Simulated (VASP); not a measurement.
**WSe2: band structure with PBE**

WSe2:

```xyz
6
Lattice="3.2813 0.0000 0.0000 -1.6407 2.8417 0.0000 0.0000 0.0000 12.7917" Properties=species:S:1:pos:R:3 pbc="T T T"
W     0.0000    1.8945    3.1979
W     1.6407    0.9472    9.5937
Se    0.0000    1.8945    7.9077
Se    1.6407    0.9472    1.5119
Se    0.0000    1.8945   11.2797
Se    1.6407    0.9472    4.8839
```

```yaml
Program: VASP 6.6.1
Task: band structure
Functional: PBE
Potentials_or_basis: VASP PAW PBE potentials, release 64 (W_sv, Se)
Cutoff: 520 eV
k_mesh: 9 × 9 × 2
Occupations: gaussian, width 0.03 eV
Spin: spin-orbit coupling, no magnetisation
Further_INCAR_settings: ALGO = Normal; EDIFF = 1e-06; NBANDS = 68
```

| Quantity | Value |
| --- | --- |
| Pressure | 4.2 GPa |
| Largest force | 0.031 eV/Å |
| Valence electrons inside the program's atomic spheres | W 11.98; Se 3.90 |

Forces on the atoms (eV/Å):
```
W    0.000  0.000  0.000
W    0.000  0.000  0.000
Se   0.000  0.000 -0.031
Se   0.000  0.000 -0.031
Se   0.000  0.000  0.031
Se   0.000  0.000  0.031
```

Stress tensor (GPa, compression positive):
```
4.14 0.00 0.00
0.00 4.14 0.00
0.00 0.00 4.31
```

It took 5.9 min on 4 MPI ranks on Intel(R) Xeon(R) 6975P-C (Granite Rapids) (shared host), peak memory 0.79 GiB a rank.

Caveat: this functional lacks dispersion, which binds the layers, so the pressure and a relaxed spacing across them are unreliable.
